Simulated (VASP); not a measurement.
Method: LDA (Ceperley-Alder, Perdew-Zunger), VASP's LDA PAW potentials (set 64) (plane waves; VASP).

Input for VASP

KPOINTS:
```
Automatic mesh
0
Gamma
1 1 1
0 0 0
```

POSCAR:
```
BaHfO3
1
    4.1700000000     0.0000000000     0.0000000000
    0.0000000000     4.1700000000     0.0000000000
    0.0000000000     0.0000000000     4.1700000000
Ba Hf O
1 1 3
Direct
  0.0026340000   0.0061910000  -0.0054310000
  0.4968970000   0.4973550000   0.4976880000
  0.5005240000  -0.0049820000   0.5049240000
  0.0061370000   0.5092700000   0.5065190000
  0.4938080000   0.4921660000  -0.0037000000
```

**INCAR**
```
ALGO=Normal
EDIFF=1E-6
ENCUT=400
ISIF=2
ISMEAR=-1
LASPH=.True.
LCHARG=.False.
LMAXMIX=6
LREAL=.False.
LWAVE=.False.
NELM=100
PREC=Accurate
SIGMA=0.05
SYSTEM=BaHfO3
```

POTCAR, in this order: Ba_sv Hf_pv O (LDA.64 set). Program: vasp_std.

The run wrote:

File OSZICAR:
```
       N       E                     dE             d eps       ncg     rms          rms(c)
DAV:   1     0.208020042220E+03    0.20802E+03   -0.19426E+04    46   0.133E+03
DAV:   2    -0.336769283787E+02   -0.24170E+03   -0.23863E+03    68   0.313E+02
DAV:   3    -0.439655312607E+02   -0.10289E+02   -0.10279E+02    54   0.635E+01
DAV:   4    -0.443291611720E+02   -0.36363E+00   -0.36352E+00    68   0.829E+00
DAV:   5    -0.443320551309E+02   -0.28940E-02   -0.28939E-02    54   0.829E-01    0.953E+01
DAV:   6    -0.309383450579E+02    0.13394E+02   -0.63688E+01    46   0.452E+01    0.108E+02
DAV:   7    -0.307637560776E+02    0.17459E+00   -0.11509E+00    68   0.714E+00    0.102E+02
DAV:   8    -0.301527266489E+02    0.61103E+00   -0.33308E+00    53   0.141E+01    0.542E+01
DAV:   9    -0.299063521321E+02    0.24637E+00   -0.13117E+00    46   0.682E+00    0.628E+00
DAV:  10    -0.299062797181E+02    0.72414E-04   -0.13066E-02    60   0.795E-01    0.599E+00
DAV:  11    -0.299017601847E+02    0.45195E-02   -0.97516E-03    68   0.537E-01    0.440E+00
DAV:  12    -0.299000621859E+02    0.16980E-02   -0.60566E-03    60   0.468E-01    0.131E+00
DAV:  13    -0.299000305394E+02    0.31647E-04   -0.46646E-04    68   0.111E-01    0.593E-01
DAV:  14    -0.298999735784E+02    0.56961E-04   -0.35891E-04    60   0.975E-02    0.167E-01
DAV:  15    -0.298999722277E+02    0.13507E-05   -0.35763E-05    60   0.315E-02    0.395E-02
DAV:  16    -0.298999717900E+02    0.43767E-06   -0.56018E-06    60   0.111E-02
   1 F= -.29899972E+02 E0= -.29899888E+02  d E =-.167944E-03
```

**OUTCAR**
```
------------------------ aborting loop because EDIFF is reached ----------------------------------------
  FORCE on cell =-STRESS in cart. coord.  units (eV):
  Direction    XX          YY          ZZ          XY          YZ          ZX
  --------------------------------------------------------------------------------------
  Total       13.9247630     14.8926668     14.6715413      0.0957089     -0.1300527      0.0070918
  in kB      307.6735970    329.0598461    324.1739835      2.1147285     -2.8735710      0.1566974
  external PRESSURE =     320.3024755 kB  Pullay stress =       0.0000000 kB
  volume of cell :       72.51
      direct lattice vectors                 reciprocal lattice vectors
     4.170000000  0.000000000  0.000000000     0.239808153  0.000000000  0.000000000
     0.000000000  4.170000000  0.000000000     0.000000000  0.239808153  0.000000000
     0.000000000  0.000000000  4.170000000     0.000000000  0.000000000  0.239808153
 POSITION                                       TOTAL-FORCE (eV/Angst)
 -----------------------------------------------------------------------------------
      0.01098      0.02582      4.14735         0.120573      0.412044     -0.865867
      2.07206      2.07397      2.07536        -4.340064      0.021118     -3.982656
      2.08719      4.14923      2.10553         2.183545     -0.333641      1.429959
      0.02559      2.12366      2.11218         2.569894      3.226976      1.941610
      2.05918      2.05233      4.15457        -0.533948     -3.326497      1.476954
 -----------------------------------------------------------------------------------
    total drift:                               -0.000034     -0.001064     -0.000081
  FREE ENERGIE OF THE ION-ELECTRON SYSTEM (eV)
  ---------------------------------------------------
  free  energy   TOTEN  =       -29.8999717900 eV

  energy  without entropy=      -29.8998038459  energy(sigma->0) =      -29.89988782
```
(Selected blocks of OUTCAR.)

At this cut-off the stress carries a Pulay error, which pulls relaxed volumes low.

The structure is a typed BaHfO3 crystal. The cell was not relaxed at this level, atoms are displaced from their ideal sites. The k-mesh is coarse (spacing up to 1.51 per Å, 2π included), so the numbers may not be converged in it. The run is one of a series of settings (KPOINTS 1×1×1 Γ-centred mesh against the base run), some of them coarse on purpose.
